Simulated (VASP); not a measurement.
Method: PBE GGA with spin-orbit coupling, VASP's PBE PAW potentials (set 64) (plane waves; VASP).

VASP ran on this input.

POSCAR:
```
CdTe
1
    0.0000000000     3.3038171196     3.3038171196
    3.3038171196     0.0000000000     3.3038171196
    3.3038171196     3.3038171196     0.0000000000
Cd Te
1 1
Direct
  0.0000000000   0.0000000000   0.0000000000
  0.2500000000   0.2500000000   0.2500000000
```

### INCAR
```
ALGO = Normal
EDIFF = 1E-6
ENCUT = 350
GGA = PE
GGA_COMPAT = .False.
ISMEAR = 0
LASPH = .True.
LCHARG = .False.
LMAXMIX = 4
LREAL = .False.
LSORBIT = .True.
LWAVE = .True.
MAGMOM = 6*0
NELM = 100
PREC = Accurate
SIGMA = 0.05
SYSTEM = CdTe
```

**KPOINTS**
```
Automatic
0
gamma
 6 6 6
0 0 0
```

POTCAR, in this order: Cd Te (PBE.64 set). Program: vasp_ncl.

Output

### OSZICAR
```
       N       E                     dE             d eps       ncg     rms          rms(c)
DAV:   1     0.878612147312E+02    0.87861E+02   -0.65211E+03  1144   0.868E+02
DAV:   2    -0.121151364342E+01   -0.89073E+02   -0.86519E+02  1346   0.248E+02
DAV:   3    -0.511840472531E+01   -0.39069E+01   -0.38916E+01  1294   0.541E+01
DAV:   4    -0.517048138963E+01   -0.52077E-01   -0.52062E-01  1474   0.525E+00
DAV:   5    -0.517095468197E+01   -0.47329E-03   -0.47329E-03  1274   0.520E-01    0.597E+00
DAV:   6    -0.494443165294E+01    0.22652E+00   -0.42932E-01  1228   0.846E+00    0.463E+00
DAV:   7    -0.492937296285E+01    0.15059E-01   -0.13537E-01  1242   0.250E+00    0.236E+00
DAV:   8    -0.493001793951E+01   -0.64498E-03   -0.79676E-03  1284   0.994E-01    0.976E-01
DAV:   9    -0.493011879233E+01   -0.10085E-03   -0.66022E-04  1272   0.278E-01    0.321E-01
DAV:  10    -0.493033533332E+01   -0.21654E-03   -0.46456E-04  1214   0.197E-01    0.553E-02
DAV:  11    -0.493037002503E+01   -0.34692E-04   -0.33725E-05  1304   0.621E-02    0.245E-02
DAV:  12    -0.493039366557E+01   -0.23641E-04   -0.35743E-05  1156   0.390E-02    0.207E-02
DAV:  13    -0.493039378964E+01   -0.12407E-06   -0.73139E-07   980   0.921E-03
   1 F= -.49303938E+01 E0= -.49303938E+01  d E =-.933836E-08  mag=     0.0000     0.0000    -0.0000
```

### OUTCAR
```
------------------------ aborting loop because EDIFF is reached ----------------------------------------
  FORCE on cell =-STRESS in cart. coord.  units (eV):
  Direction    XX          YY          ZZ          XY          YZ          ZX
  --------------------------------------------------------------------------------------
  Total        0.0231923      0.0231923      0.0231923     -0.0000000     -0.0000000      0.0000000
  in kB        0.5152006      0.5152006      0.5152006     -0.0000000     -0.0000000      0.0000000
  external PRESSURE =       0.5152006 kB  Pullay stress =       0.0000000 kB
  volume of cell :       72.12
      direct lattice vectors                 reciprocal lattice vectors
     0.000000000  3.303817120  3.303817120    -0.151340096  0.151340096  0.151340096
     3.303817120  0.000000000  3.303817120     0.151340096 -0.151340096  0.151340096
     3.303817120  3.303817120  0.000000000     0.151340096  0.151340096 -0.151340096
  FREE ENERGIE OF THE ION-ELECTRON SYSTEM (eV)
  ---------------------------------------------------
  free  energy   TOTEN  =        -4.9303937896 eV

  energy  without entropy=       -4.9303937803  energy(sigma->0) =       -4.93039378

 Ion:    1  E_soc:     -0.0591234

 Ion:    2  E_soc:     -0.1977397
```
(Selected blocks of OUTCAR.)

The compound is CdTe in the zinc blende structure. It was relaxed first, which changed the volume by +6 %.
